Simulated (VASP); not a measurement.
A VASP calculation is set up with these files.

**KPOINTS**
```
Regular mesh
0
gamma
9 9 9
```

INCAR:
```
NELM = 100   # most electronic steps
ISIF = 2   # forces and stress, cell fixed
GGA = RE
LREAL = F
LASPH = T
ENCUT = 520
ALGO = Normal   # blocked Davidson
SYSTEM = BAs
SIGMA = 0.05   # width (eV)
ISMEAR = 0   # Gaussian
EDIFF = 1E-7   # SCF stop (eV)
LMAXMIX = 4   # l cut-off of mixed one-centre charges
LCHARG = F
LWAVE = F
PREC = Accurate
```

### POSCAR
```
BAs
1
    0.0000000000     2.4671672268     2.4671672268
    2.4671672268     0.0000000000     2.4671672268
    2.4671672268     2.4671672268     0.0000000000
B As
1 1
Direct
  0.0000000000   0.0000000000   0.0000000000
  0.2500000000   0.2500000000   0.2500000000
```

POTCAR, in this order: B As (PBE.64 set). Program: vasp_std.

### Question
Translate this revPBE calculation to Quantum ESPRESSO's pw.x.

### Answer
One equivalent input (not run):
```
&CONTROL
  calculation = 'scf'
  pseudo_dir = './pseudo'
  outdir = './out'
  tprnfor = .true.
  tstress = .true.
/
&SYSTEM
  ibrav = 0
  nat = 2
  ntyp = 2
  ecutwfc = 84
  occupations = 'smearing'
  smearing = 'gaussian'
  degauss = 0.003675
  input_dft = 'revpbe'
/
&ELECTRONS
  conv_thr = 7.3e-09
  electron_maxstep = 100
/
ATOMIC_SPECIES
  B 10.810 B.upf
  As 74.922 As.upf
CELL_PARAMETERS angstrom
     0.0000000    2.4671672    2.4671672
     2.4671672    0.0000000    2.4671672
     2.4671672    2.4671672    0.0000000
ATOMIC_POSITIONS crystal
  B    0.0000000  0.0000000  0.0000000
  As   0.2500000  0.2500000  0.2500000
K_POINTS automatic
  9 9 9 0 0 0
```
Limits of the translation: the potentials are each code's own (VASP's PAW set, PseudoDojo norm-conserving files in pw.x), so ENCUT and ecutwfc are chosen apart and not converted; conv_thr bounds pw.x's estimated SCF error, while EDIFF bounds the energy change between steps.

The compound is BAs in the zinc blende structure. This cell is one point of a volume scan, at 1.06 of the reference volume.
